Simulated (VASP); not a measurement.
# NbAs (relaxed from the zinc blende structure, space group F-43m): computed properties

Level of theory: PBEsol GGA, VASP's PBE PAW potentials (set 64) (plane waves; VASP).

For NbAs, the space group is F-43m (216). The cell comes out as a = b = c = 5.743 Å, α = β = γ = 90.00° and the volume per atom is 23.68 Å³/atom. The band gap (over mesh and band path) is none (metal, semimetal or under 0.01 eV). The density comes out as 5.88 g/cm³.

```cif
data_AsNb
_chemical_formula_sum 'Nb1 As1'
_space_group_name_H-M_alt 'P 1'
_space_group_IT_number 1
_cell_length_a 4.06100
_cell_length_b 4.06100
_cell_length_c 4.06100
_cell_angle_alpha 60.000
_cell_angle_beta 60.000
_cell_angle_gamma 60.000
loop_
_space_group_symop_operation_xyz
  'x, y, z'
loop_
_atom_site_label
_atom_site_type_symbol
_atom_site_fract_x
_atom_site_fract_y
_atom_site_fract_z
_atom_site_occupancy
Nb1 Nb 0.00000 0.00000 0.00000 1
As1 As 0.25000 0.25000 0.25000 1
```

The structure was generated: NbAs was put into the zinc blende type (F-43m), which need not be its known phase. It was relaxed first, which changed the volume by -32 %. Symmetry was kept, so distortions that lower it aren't found.
